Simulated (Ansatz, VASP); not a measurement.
One calculation of TiRe, two programs

```
CELL_PARAMETERS angstrom
3.11800 0.00000 0.00000
0.00000 3.11800 0.00000
0.00000 0.00000 3.11800
ATOMIC_POSITIONS crystal
Ti 0.50000 0.50000 0.50000
Re 0.00000 0.00000 0.00000
```

Alike in both runs: task single point; functional LDA; k mesh 9 × 9 × 9; no spin polarisation.

```csv
,VASP,Ansatz
version,VASP 6.6.1,Ansatz 0.2.0
potentials or method,"VASP PAW LDA potentials, release 64 (Ti_sv, Re)","plane waves, PAW"
plane-wave cutoff (eV),520,420
occupations,"methfessel-paxton of order 1, width 0.05 eV","cold, width 0.05 eV"
valence electrons in the cell,19,27
```

VASP gave:

| Quantity | Value |
| --- | --- |
| gap on the k mesh at the Fermi level (eV) | none |
| pressure (GPa) | -13.1 |

**Question.** Estimate Ansatz's values.

**Answer.** gap on the k mesh at the Fermi level (eV): none; pressure (GPa): -13.5.

A gap of «none» marks a metal or a gap that the smearing closes. The two sets of potentials don't hold the same shells in valence.

The runs have no spin-orbit coupling, so splittings on Re are missing.
